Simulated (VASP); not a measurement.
Consider the following.

```
TiB2
1.0
    1.50941    -2.61437     0.00000
    1.50941     2.61437     0.00000
    0.00000     0.00000     3.23267
Ti B
1 2
Direct
  0.00000   0.00000   0.00000
  0.33333   0.66667   0.50000
  0.66667   0.33333   0.50000
```

All values below come from SCAN meta-GGA, VASP's PBE PAW potentials (set 64) (plane waves; VASP). Settings: 520 eV cut-off, 13×13×11 Γ-centred mesh, tetrahedra with Blöchl corrections, potentials Ti_sv B.

**Question.** Give the energies of bands 6 to 12 at the high-symmetry points, in eV from the Fermi level.

**Answer.** 
```tsv
band	Γ	M	K	A	L	H
6	-2.93	-10.04	-9.05	-8.18	-8.21	-9.28
7	-2.93	-3.66	-7.85	-0.86	-5.04	-6.22
8	-2.67	-3.54	-2.10	-0.86	-4.17	-3.51
9	-2.38	-2.48	-2.10	-0.21	-3.53	-3.51
10	1.89	1.29	1.32	-0.21	2.52	2.55
11	1.89	2.83	1.32	0.36	3.00	4.28
12	3.67	3.30	2.01	0.36	4.52	4.28
```

It has no gap at this level: it comes out as a metal or semimetal.

The compound is TiB2 in the AlB2 type structure. It was relaxed first.
